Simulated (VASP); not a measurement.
All values below come from PBEsol GGA, VASP's PBE PAW potentials (set 64) (plane waves; VASP).

VASP ran on this input.

**INCAR**
```
SYSTEM=CsI
LORBIT=11
LREAL=.False.
NELM=100   ! most electronic steps
LWAVE=.False.
SIGMA=0.05
EDIFF=1E-7   ! SCF stop (eV)
PREC=Accurate
LMAXMIX=4   ! l cut-off of mixed one-centre charges
ICHARG=11
LCHARG=.False.
ALGO=Normal
ISMEAR=0
GGA=PS
LASPH=.True.   ! aspherical one-centre terms
ENCUT=400
```

**KPOINTS**
```
k-points along high-symmetry lines
15
Line-mode
Reciprocal
  0.000000   0.000000   0.000000 ! GAMMA
  0.500000   0.000000   0.500000 ! X

  0.500000   0.000000   0.500000 ! X
  0.625000   0.250000   0.625000 ! U

  0.375000   0.375000   0.750000 ! K
  0.000000   0.000000   0.000000 ! GAMMA

  0.000000   0.000000   0.000000 ! GAMMA
  0.500000   0.500000   0.500000 ! L

  0.500000   0.500000   0.500000 ! L
  0.500000   0.250000   0.750000 ! W

  0.500000   0.250000   0.750000 ! W
  0.500000   0.000000   0.500000 ! X
```

**POSCAR**
```
CsI
1
    0.0000000000     3.8225135408     3.8225135408
    3.8225135408     0.0000000000     3.8225135408
    3.8225135408     3.8225135408     0.0000000000
Cs I
1 1
Direct
  0.0000000000   0.0000000000   0.0000000000
  0.5000000000   0.5000000000   0.5000000000
```

POTCAR, in this order: Cs_sv I (PBE.64 set). Program: vasp_std. Read from the step before: CHGCAR.

**Question.** What will the output report for the number of irreducible k-points (NKPTS), number of bands (NBANDS), largest plane-wave count, number of space-group operations, FFT grid (NGX, NGY, NGZ)?

**Answer.** 
```yaml
number of irreducible k-points (NKPTS): 90
number of bands (NBANDS): 12
largest_plane_wave_count: 2085
number_of_space_group_operations: 48
FFT grid (NGX, NGY, NGZ): 36 × 36 × 36
```

The structure comes from a computed database's CsI entry (Fm-3m); how it stands against other phases isn't given here. It was relaxed first, which changed the volume by -6 %.
